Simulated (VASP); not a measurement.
Data:

```
CsI
1.0
    4.51645     0.00000     0.00000
    0.00000     4.51645     0.00000
    0.00000     0.00000     4.51645
Cs I
1 1
Direct
  0.00000   0.00000   0.00000
  0.50000   0.50000   0.50000
```

Computed with PBEsol GGA, VASP's PBE PAW potentials (set 64) (plane waves; VASP). Settings: 480 eV cut-off, 6×6×6 Γ-centred mesh, Gaussian smearing of 0.050 eV, potentials Cs_sv I.

Energy and stress use the plane-wave basis of the starting cell.

Question: The ions, cell shape and volume at an external pressure of 10.0 GPa are relaxed. Predict the relaxed structure.

Answer: 
```
CsI
1.0
    4.04330     0.00000     0.00000
    0.00000     4.04330     0.00000
    0.00000     0.00000     4.04330
Cs I
1 1
Direct
  0.00000   0.00000   0.00000
  0.50000   0.50000   0.50000
```
Space group Pm-3m (221), at a tolerance of 0.03 Å.

Question: How do energy and volume change from the first to the last step?

Answer: The energy (σ→0) changes by +287.2 meV/atom and the volume by -28.3 %, in 6 ionic steps.

```csv
step,E(σ→0) (eV),max force (eV/Å),pressure (GPa),volume (Å³)
1,-5.7747,0.000,-0.03,92.13
2,-4.5711,0.000,18.30,58.78
3,-5.2073,0.000,9.91,66.21
4,-5.1782,0.000,10.30,65.75
5,-5.2136,0.000,9.82,66.32
6,-5.2003,0.000,10.00,66.10
```

The compound is CsI in the CsCl type structure. This run relaxes it under an external pressure of 10 GPa. Symmetry was kept, so distortions that lower it aren't found.
